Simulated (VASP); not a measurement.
Wanted: the native input for a VASP 6.6.1 run.

```
Task                   : relaxation of cell and atoms
Functional             : PBE
Potentials or basis    : VASP PAW PBE potentials, release 64 (Pt, S)
Cutoff                 : 300 eV
k mesh                 : 5 × 5 × 3
Occupations            : gaussian, width 0.03 eV
Spin                   : no spin polarisation
Further INCAR settings : ALGO = Normal; EDIFF = 1e-07; IBRION = 2; EDIFFG = -0.005; NSW = 90; ISIF = 3
```

The structure of PtS2 lies in POSCAR:

```
PtS2                                    
1.0
    3.5842169518      0.0000000000      0.0000000000
   -1.7921084759      3.1040229329      0.0000000000
    0.0000000000      0.0000000000      5.3489480510
  Pt              S             
     1     2
Direct
     0.0000000000000000    0.0000000000000000    0.0000000000000000
     0.3333333332999970    0.6666666667000030    0.2274703349648997
     0.6666666667000030    0.3333333332999970    0.7725296650351002
```

These files were run (other wordings do the same):

INCAR

```
ALGO = Normal
EDIFF = 1E-7
EDIFFG = -0.005
ENCUT = 300
GGA = PE
IBRION = 2
ISIF = 3
ISMEAR = 0
LASPH = T
LCHARG = F
LREAL = F
LWAVE = F
NELM = 80
NSW = 90
PREC = Accurate
SIGMA = 0.03
```

KPOINTS

```
k-points
0
Gamma
  5 5 3
```

Potentials or basis: VASP PAW PBE potentials, release 64 (Pt, S).

The run is started by

```bash
$ cat potpaw_PBE.64/Pt/POTCAR potpaw_PBE.64/S/POTCAR > POTCAR
$ mpirun -np 1 vasp_std > vasp.out
```

It gave:

| Property | Result |
| --- | --- |
| Relaxed volume | 20.40 Å³/atom |
| Relaxed cell | a = 3.581 Å, b = 3.581 Å, c = 5.510 Å, α = 90.00°, β = 90.00°, γ = 120.00° |
| Space group after relaxing (to 0.05 Å) | P-3m1 (No. 164) |
| Energy gained by relaxing | 0.7 meV/atom |
| Ionic steps | 12 |
| Pressure after relaxing | 0.0 GPa |
| Band gap on the k mesh | 1.35 eV, direct |

Caveat: the cutoff is under 1.25 times the usual one of these potentials, so pressure, stress and relaxed cells hold a basis-set (Pulay) error; spin-orbit coupling is left out, which moves the levels of the heavy elements; an odd mesh through Γ misses points on the zone boundary, where band edges often lie; this functional lacks dispersion, which binds the layers, so the pressure and a relaxed spacing across them are unreliable.

It took 30 s on 1 thread of AMD EPYC 9R14 (Zen 4) (shared host), peak memory 0.1 GiB.
